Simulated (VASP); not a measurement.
## Al3Te3H: single point with PBE

The system is Al3Te3H.

```
CELL_PARAMETERS angstrom
5.58836 0.00000 0.00000
0.00000 5.58836 0.00000
0.00000 0.00000 5.58836
ATOMIC_POSITIONS crystal
Al 0.00000 0.50000 0.50000
Al 0.50000 0.00000 0.50000
Al 0.50000 0.50000 0.00000
Te 0.50000 0.00000 0.00000
Te 0.00000 0.50000 0.00000
Te 0.00000 0.00000 0.50000
H 0.50000 0.50000 0.50000
```

The cell was built by a generator and needn't be a form met in nature.

The cell isn't the ideal one: random cell by space group and Wyckoff sites (Pm-3m, No. 221).

- Program: VASP 6.6.1
- Task: single point
- Functional: PBE
- Potentials or basis: VASP PAW PBE potentials, release 64 (Al, Te, H)
- Cutoff: 520 eV
- k mesh: 8 × 8 × 8
- Occupations: gaussian, width 0.1 eV
- Spin: no spin polarisation
- Dipole correction: no
- Further INCAR settings: ALGO = Fast; EDIFF = 1e-07; NBANDS = 23

```
Pressure               : 0.0 GPa
Band gap on the k mesh : none (metal or under the smearing width)
```

Levels at points of the mesh, in eV from the Fermi level:
```
           k point  band 12  band 13  band 14  band 15  band 16  band 17
(0.00, 0.00, 0.00)    -2.73    -0.59    -0.59    -0.59     0.43     2.36
(0.50, 0.00, 0.00)    -1.69    -1.03    -1.03     1.07     1.13     1.13
(0.50, 0.50, 0.00)    -1.53    -0.32    -0.07     1.15     1.15     2.05
(0.50, 0.50, 0.50)     0.06     0.06     2.01     2.01     2.01     2.45
```

Run time: 120 s on 1 thread of Intel(R) Xeon(R) Platinum 8375C CPU @ 2.90GHz (Ice Lake), on a shared host, peak memory 0.34 GiB.

Spin-orbit coupling is left out, which matters for the levels of Te.
